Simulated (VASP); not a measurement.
Method: PBE0 hybrid, VASP's PBE PAW potentials (set 64) (plane waves; VASP).

A VASP calculation is set up with these files.

File POSCAR:
```
CuI
1
    0.0000000000     2.9782911383     2.9782911383
    2.9782911383     0.0000000000     2.9782911383
    2.9782911383     2.9782911383     0.0000000000
Cu I
1 1
Direct
  1.0000000000   0.0000000000   0.0000000000
  0.2500000000   0.2500000000   0.2500000000
```

**KPOINTS**
```
Automatic mesh
0
Gamma
6 6 6
0 0 0
```

**INCAR**
```
# general
SYSTEM   = CuI
PREC     = Accurate
ENCUT    = 520
LREAL    = .FALSE.
LASPH    = .TRUE.
ISYM     = 3

# electronic loop
EDIFF    = 1E-6
NELM     = 60
ALGO     = Normal
LMAXMIX  = 4

# smearing
ISMEAR   = 0
SIGMA    = 0.05

# functional
GGA      = PE
LHFCALC  = .TRUE.
AEXX     = 0.25
HFRCUT   = -1
PRECFOCK = Fast

# ions
ISIF     = 2

# output
LWAVE    = .FALSE.
LCHARG   = .FALSE.
```

POTCAR, in this order: Cu I (PBE.64 set). Program: vasp_std. Read from the step before: WAVECAR.

Output of the run:

### OUTCAR
```
 ion  position               nearest neighbor table
   1  0.000  0.000  0.000-   2 2.58   2 2.58   2 2.58   2 2.58
   2  0.250  0.250  0.250-   1 2.58   1 2.58   1 2.58   1 2.58
  LATTYP: Found a face centered cubic cell.
 ALAT       =     5.9565822766
 Subroutine PRICEL returns:
 Original cell was already a primitive cell.
 Subroutine GETGRP returns: Found 24 space group operations
The static configuration has the point symmetry T_d .
The dynamic configuration has the point symmetry T_d .
 Subroutine INISYM returns: Found 24 space group operations
 Subroutine IBZKPT returns following result:
 Found     16 irreducible k-points:

 Following reciprocal coordinates:
            Coordinates               Weight
  0.000000  0.000000  0.000000      1.000000
  0.166667  0.000000  0.000000      8.000000
  0.333333  0.000000  0.000000      8.000000
  0.500000  0.000000  0.000000      4.000000
  0.166667  0.166667  0.000000      6.000000
  0.333333  0.166667  0.000000     24.000000
  0.500000  0.166667  0.000000     24.000000
 -0.333333  0.166667  0.000000     24.000000
 -0.166667  0.166667  0.000000     12.000000
...
```

OSZICAR:
```
       N       E                     dE             d eps       ncg     rms          rms(c)
DAV:   1    -0.701188841983E+01   -0.70119E+01   -0.85587E-01   616   0.383E+01    0.303E+00
DAV:   2    -0.695321613530E+01    0.58672E-01   -0.53655E-01   491   0.305E+01    0.279E+00
DAV:   3    -0.696720608381E+01   -0.13990E-01   -0.48696E-02   575   0.236E+00    0.186E+00
DAV:   4    -0.696527343643E+01    0.19326E-02   -0.98268E-03   501   0.435E+00    0.107E+00
DAV:   5    -0.696543925299E+01   -0.16582E-03   -0.75177E-04   477   0.310E-01    0.650E-01
DAV:   6    -0.696536930915E+01    0.69944E-04   -0.28706E-04   486   0.682E-01    0.387E-01
DAV:   7    -0.696536449570E+01    0.48134E-05   -0.31528E-05   649   0.107E-01    0.215E-01
DAV:   8    -0.696536121779E+01    0.32779E-05   -0.77617E-06   526   0.968E-02    0.125E-01
DAV:   9    -0.696536069147E+01    0.52632E-06   -0.14341E-06   303   0.256E-02
   1 F= -.69653607E+01 E0= -.69653607E+01  d E =-.194506E-13
```

### OUTCAR
```
------------------------ aborting loop because EDIFF is reached ----------------------------------------
  FORCE on cell =-STRESS in cart. coord.  units (eV):
  Direction    XX          YY          ZZ          XY          YZ          ZX
  --------------------------------------------------------------------------------------
  Total        0.8772488      0.8772488      0.8772488      0.0000000      0.0000000      0.0000000
  in kB       26.6012420     26.6012420     26.6012420      0.0000000      0.0000000      0.0000000
  external PRESSURE =      26.6012420 kB  Pullay stress =       0.0000000 kB
  volume of cell :       52.84
      direct lattice vectors                 reciprocal lattice vectors
     0.000000000  2.978291138  2.978291138    -0.167881505  0.167881505  0.167881505
     2.978291138  0.000000000  2.978291138     0.167881505 -0.167881505  0.167881505
     2.978291138  2.978291138  0.000000000     0.167881505  0.167881505 -0.167881505
  FREE ENERGIE OF THE ION-ELECTRON SYSTEM (eV)
  ---------------------------------------------------
  free  energy   TOTEN  =        -6.9653606915 eV

  energy  without entropy=       -6.9653606915  energy(sigma->0) =       -6.96536069

  exchange ACFDT corr.  =         0.00000000  see jH, gK, PRB 81, 115126
```
(Selected blocks of OUTCAR.)

The compound is CuI in the zinc blende structure. This cell is one point of a volume scan, at 0.94 of the reference volume. The cell's shape comes from a PBE relaxation.
